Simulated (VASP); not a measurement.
Input:

```yaml
crystal:
  lattice:
    - [0.00000, 2.12345, 2.12345]
    - [2.12345, 0.00000, 2.12345]
    - [2.12345, 2.12345, 0.00000]
  atoms:
    - { symbol: Mg, position: [0.00000, 0.00000, 0.00000] }
    - { symbol: O, position: [0.50000, 0.50000, 0.50000] }
```

The numbers are results of PBE GGA, VASP's PBE PAW potentials (set 64) (plane waves; VASP), not measurements. Numerical set-up: 520 eV cut-off, 11×11×11 Γ-centred mesh, Gaussian smearing of 0.010 eV, potentials Mg O.

Problem. Give the electronic dielectric tensor ε∞ (DFPT, local fields included).

Solution. 
```
3.16  0.00  0.00
0.00  3.16  0.00
0.00  0.00  3.16
```

Problem. Give the Born effective charges.

Solution. 
```
atom   Z*xx   Z*yy   Z*zz   mean
----  -----  -----  -----  -----
Mg1    1.98   1.98   1.98   1.98
O2    -1.98  -1.98  -1.98  -1.98
```

Problem. And the static tensor with the ions free?

Solution. 
```
10.7  0.00  0.00
0.00  10.7  0.00
0.00  0.00  10.7
```

Problem. Which frequencies do the optical Γ-point modes have (no LO-TO splitting)?

Solution. 373 (×3) cm⁻¹.

The compound is MgO in the rock salt structure. It was relaxed first.
